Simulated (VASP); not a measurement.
# GaAs: what each functional gives for the gap, part 3 of 3

Aim: the gap of GaAs on one structure at many levels of theory. The starting structure is a measured crystal structure from the Crystallography Open Database. Cell and atoms stay as given. Meshes and data sets differ where the inputs say so.

VASP 6.6.1.

Results so far: LDA 0.327 eV; PBE 0.514 eV; r2SCAN 0.994 eV; TB-mBJ 1.608 eV; LDA + spin-orbit coupling 0.215 eV; r2SCAN + spin-orbit coupling 0.887 eV; TB-mBJ + spin-orbit coupling 1.511 eV.

## (9) Bands with HSE06

Level of this step: HSE06; plane waves and PAW (As, Ga_d) (VASP).

HSE06 mixes in a quarter of exact exchange at short range, at far higher cost; in semiconductors this cures much of the gap error, while metals seldom gain. This run uses a 5×5×5 mesh. Its starting orbitals come from a semilocal run on the same mesh, not shown.

Input file INCAR:

```
SYSTEM = GaAs
PREC = Accurate
ENCUT = 350
EDIFF = 1E-06
NELM = 100
ISMEAR = 0
SIGMA = 0.03
LREAL = .FALSE.
ALGO = Normal
LHFCALC = .TRUE.
AEXX = 0.25
GGA = PE
HFSCREEN = 0.2
LASPH = .TRUE.
NBANDS = 15
PRECFOCK = Fast
LORBIT = 11
LWAVE = .FALSE.
LCHARG = .FALSE.
KPAR = 4
```

Input file POSCAR:

```
GaAs
1.0
    0.0000000000      2.8268500000      2.8268500000
    2.8268500000      0.0000000000      2.8268500000
    2.8268500000      2.8268500000      0.0000000000
As Ga
1 1
Direct
    0.7500000000      0.7500000000      0.7500000000
    0.0000000000      0.0000000000      0.0000000000
```

Input file KPOINTS:

```
Automatic mesh
0
Gamma
5 5 5
0 0 0
```

Input file KPOINTS_OPT:

```
Line mode
10
Line-mode
Reciprocal
  0.00000000   0.00000000   0.00000000 GAMMA
  0.50000000   0.00000000   0.50000000 X

  0.50000000   0.00000000   0.50000000 X
  0.50000000   0.25000000   0.75000000 W

  0.50000000   0.25000000   0.75000000 W
  0.37500000   0.37500000   0.75000000 K

  0.37500000   0.37500000   0.75000000 K
  0.00000000   0.00000000   0.00000000 GAMMA

  0.00000000   0.00000000   0.00000000 GAMMA
  0.50000000   0.50000000   0.50000000 L

  0.50000000   0.50000000   0.50000000 L
  0.62500000   0.25000000   0.62500000 U

  0.62500000   0.25000000   0.62500000 U
  0.50000000   0.25000000   0.75000000 W

  0.50000000   0.25000000   0.75000000 W
  0.50000000   0.50000000   0.50000000 L

  0.50000000   0.50000000   0.50000000 L
  0.37500000   0.37500000   0.75000000 K

  0.62500000   0.25000000   0.62500000 U
  0.50000000   0.00000000   0.50000000 X
```

PAW data sets: As and Ga_d (PBE family, release 64).

Started as:

```
$ mpirun -np 4 vasp_std
```

Numbers of over 12 decimals in the logs are rounded to 6 here.

The program printed:

```text
[banner, memory and clock lines left out]
running    4 mpi-ranks, on    1 nodes
[...]
LDA part: xc-table for (Slater+PW92), standard interpolation
 found WAVECAR, reading the header
 POSCAR, INCAR and KPOINTS ok, starting setup
[...]
reading WAVECAR
 the WAVECAR file was read successfully
 initial charge from wavefunction
 entering main loop
       N       E                     dE             d eps       ncg     rms          rms(c)
DAV:   1    -0.985223619242E+01   -0.98522E+01   -0.13004E+00   442   0.213E+01    0.227E+00
DAV:   2    -0.984475360475E+01    0.74826E-02   -0.77274E-02   364   0.428E+00    0.163E+00
DAV:   3    -0.984059705505E+01    0.41565E-02   -0.10124E-02   405   0.173E+00    0.961E-01
DAV:   4    -0.983965831663E+01    0.93874E-03   -0.15582E-03   392   0.436E-01    0.536E-01
[...]
DAV:   8    -0.983931349266E+01    0.73509E-05   -0.33345E-06   349   0.144E-02    0.509E-02
DAV:   9    -0.983931144378E+01    0.20489E-05   -0.12800E-06   318   0.753E-03    0.271E-02
DAV:  10    -0.983931078359E+01    0.66019E-06   -0.44438E-07   220   0.451E-03
   1 F= -.98393108E+01 E0= -.98393108E+01  d E =-.758557E-25
 Start KPOINTS_OPT (optional k-point list driver)
k-point batch [1-10\100]
       N       E                     dE             ncg
DAV:   1    -0.503050875727E+03   -0.33154E+04      308
DAV:   2    -0.143026621646E+04   -0.92722E+03      321
DAV:   3    -0.150286714199E+04   -0.72601E+02      370
DAV:   4    -0.150482823385E+04   -0.19611E+01      391
DAV:   5    -0.150485183489E+04   -0.23601E-01      398
DAV:   6    -0.150485241507E+04   -0.58018E-03      461
DAV:   7    -0.150485242224E+04   -0.71739E-05      367
DAV:   8    -0.150485242237E+04   -0.12602E-06      318
[...]
k-point batch [91-100\100]
       N       E                     dE             ncg
DAV:   1    -0.618331458792E+03   -0.62113E+04      314
DAV:   2    -0.153096384115E+04   -0.91263E+03      342
DAV:   3    -0.159733281318E+04   -0.66369E+02      370
DAV:   4    -0.159868011427E+04   -0.13473E+01      386
DAV:   5    -0.159869708247E+04   -0.16968E-01      384
DAV:   6    -0.159869758955E+04   -0.50708E-03      441
DAV:   7    -0.159869759569E+04   -0.61367E-05      382
DAV:   8    -0.159869759582E+04   -0.12749E-06      318
```

Run time: 12 min. Hardware: 4 MPI ranks of AMD EPYC 7R43, shared host; peak memory 0.95 GiB.

From OUTCAR (step 9):

```text
 POSITION                                       TOTAL-FORCE (eV/Angst)
 -----------------------------------------------------------------------------------
      4.24027      4.24027      4.24027        -0.000000     -0.000000     -0.000000
      0.00000      0.00000      0.00000         0.000000      0.000000      0.000000
 -----------------------------------------------------------------------------------
    total drift:                               -0.000058     -0.000042     -0.000035

  FREE ENERGIE OF THE ION-ELECTRON SYSTEM (eV)
  ---------------------------------------------------
  free  energy   TOTEN  =        -9.8393107836 eV

  energy  without entropy=       -9.8393107836  energy(sigma->0) =       -9.83931078

[... 1 part as in an earlier step ...]

[... 2 further parts left out ...]
[key lines of the parts left out:]
E-fermi :   3.7135
```

HSE06 gives a direct gap of 1.449 eV. The least gap is +1.122 eV from that of LDA, on another mesh, which alone can move a gap by some hundredths of an eV.

## (10) Bands with PBE0

PBE0 keeps a quarter of exact exchange at all ranges; it tends to overshoot small gaps. This run uses a 5×5×5 mesh. It starts from the orbitals of an earlier run, not shown.

Changes to INCAR since step 9:

```diff
@@ -12,3 +12,2 @@
 GGA = PE
-HFSCREEN = 0.2
 LASPH = .TRUE.
@@ -16,2 +15,3 @@
 PRECFOCK = Fast
+HFRCUT = -1
 LORBIT = 11
```

POSCAR is that of step 9.

KPOINTS is that of step 9.

KPOINTS_OPT is that of step 9.

Started as:

```
$ mpirun -np 4 vasp_std
```

The program printed:

```text
[banner, memory and clock lines left out]
running    4 mpi-ranks, on    1 nodes
[...]
LDA part: xc-table for (Slater+PW92), standard interpolation
 found WAVECAR, reading the header
 POSCAR, INCAR and KPOINTS ok, starting setup
[...]
HFRCUT set to (new)   11.047226
 reading WAVECAR
 the WAVECAR file was read successfully
 initial charge from wavefunction
 entering main loop
       N       E                     dE             d eps       ncg     rms          rms(c)
DAV:   1    -0.106866913250E+02   -0.10687E+02   -0.12252E+00   442   0.207E+01    0.219E+00
DAV:   2    -0.106858909103E+02    0.80041E-03   -0.75025E-02   364   0.399E+00    0.160E+00
DAV:   3    -0.106820713108E+02    0.38196E-02   -0.10391E-02   421   0.174E+00    0.956E-01
DAV:   4    -0.106810719440E+02    0.99937E-03   -0.15140E-03   392   0.449E-01    0.537E-01
[...]
DAV:   8    -0.106806952267E+02    0.84788E-05   -0.34077E-06   363   0.154E-02    0.516E-02
DAV:   9    -0.106806925274E+02    0.26993E-05   -0.13788E-06   319   0.777E-03    0.273E-02
DAV:  10    -0.106806917837E+02    0.74364E-06   -0.45788E-07   206   0.433E-03
   1 F= -.10680692E+02 E0= -.10680692E+02  d E =-.967239E-13
 Start KPOINTS_OPT (optional k-point list driver)
k-point batch [1-10\100]
       N       E                     dE             ncg
DAV:   1    -0.541441845845E+03   -0.33538E+04      308
DAV:   2    -0.149732598380E+04   -0.95588E+03      321
DAV:   3    -0.157182096376E+04   -0.74495E+02      370
DAV:   4    -0.157378358150E+04   -0.19626E+01      384
DAV:   5    -0.157380770308E+04   -0.24122E-01      391
DAV:   6    -0.157380832467E+04   -0.62160E-03      461
DAV:   7    -0.157380833214E+04   -0.74675E-05      359
DAV:   8    -0.157380833234E+04   -0.19690E-06      318
[...]
k-point batch [91-100\100]
       N       E                     dE             ncg
DAV:   1    -0.664684987214E+03   -0.62577E+04      314
DAV:   2    -0.160022307293E+04   -0.93554E+03      342
DAV:   3    -0.166795209064E+04   -0.67729E+02      370
DAV:   4    -0.166933248799E+04   -0.13804E+01      386
DAV:   5    -0.166935028284E+04   -0.17795E-01      384
DAV:   6    -0.166935083120E+04   -0.54837E-03      441
DAV:   7    -0.166935083779E+04   -0.65822E-05      375
DAV:   8    -0.166935083793E+04   -0.13933E-06      318
```

Run time: 11 min. Hardware: 4 MPI ranks; peak memory 0.57 GiB.

OUTCAR, selected parts (step 10):

```text
 POSITION                                       TOTAL-FORCE (eV/Angst)
 -----------------------------------------------------------------------------------
      4.24027      4.24027      4.24027         0.000000      0.000000      0.000000
      0.00000      0.00000      0.00000        -0.000000     -0.000000     -0.000000
 -----------------------------------------------------------------------------------
    total drift:                               -0.000044     -0.000037     -0.000027

  FREE ENERGIE OF THE ION-ELECTRON SYSTEM (eV)
  ---------------------------------------------------
  free  energy   TOTEN  =       -10.6806917837 eV

  energy  without entropy=      -10.6806917837  energy(sigma->0) =      -10.68069178

[... 2 parts as in an earlier step ...]

[... 1 further part left out ...]
[key lines of the parts left out:]
E-fermi :   3.3107
```

PBE0 gives a direct gap of 2.068 eV. The least gap is +1.741 eV from that of LDA, on another mesh, which alone can move a gap by some hundredths of an eV.

## (11) The runs compared

```tsv
level	gap (eV)	least direct gap (eV)	mesh	core minutes
LDA	0.327	0.327	6×6×6	0.947
PBE	0.514	0.514	6×6×6	0.787
r2SCAN	0.994	0.994	6×6×6	3.13
TB-mBJ	1.608	1.608	6×6×6	2.4
LDA + spin-orbit coupling	0.215	0.215	6×6×6	2.67
r2SCAN + spin-orbit coupling	0.887	0.887	6×6×6	13.6
TB-mBJ + spin-orbit coupling	1.511	1.511	6×6×6	7.27
HSE06	1.449	1.449	5×5×5	48.3
PBE0	2.068	2.068	5×5×5	44.6
```

Core minutes are wall time times ranks of the run shown, on a shared host.

## (12) Results

```yaml
gap_lda: 0.327 eV
gap_pbe: 0.514 eV
gap_r2scan: 0.994 eV
gap_tb_mbj: 1.608 eV
gap_lda_spin_orbit_coupling: 0.215 eV
gap_r2scan_spin_orbit_coupling: 0.887 eV
gap_tb_mbj_spin_orbit_coupling: 1.511 eV
gap_hse06: 1.449 eV
gap_pbe0: 2.068 eV
```

What this shows: Without spin-orbit coupling the gap of GaAs runs from 0.327 eV (LDA) to 2.068 eV (PBE0). HSE06 gives +0.93 eV from PBE, on another mesh, which alone can move a gap by some hundredths of an eV. TB-mBJ lies +0.16 eV from HSE06, on another mesh, which alone can move a gap by some hundredths of an eV. Spin-orbit coupling changes the LDA gap by -0.112 eV (LASPH differs too). Spin-orbit coupling changes the r2SCAN gap by -0.107 eV. Spin-orbit coupling changes the TB-mBJ gap by -0.097 eV. LASPH is on in some of these runs and off in others, which adds a little to the differences. These are gaps between Kohn-Sham or generalised Kohn-Sham levels of a static lattice, without excitons or temperature. Further runs on this material are not shown.

[Lines on the potential files, build, host, timing and source positions are cut from VASP's logs without a mark.]

[Logs are printed without paths, hosts, clocks, repeated set-up lines and the standing remarks that a program may print on its own settings, such as how far it seeks lower states.]

[Hosts, paths, dates, database ids (printed as entryN), source tags and the programs' standing remarks are cut or masked in the printed files.]
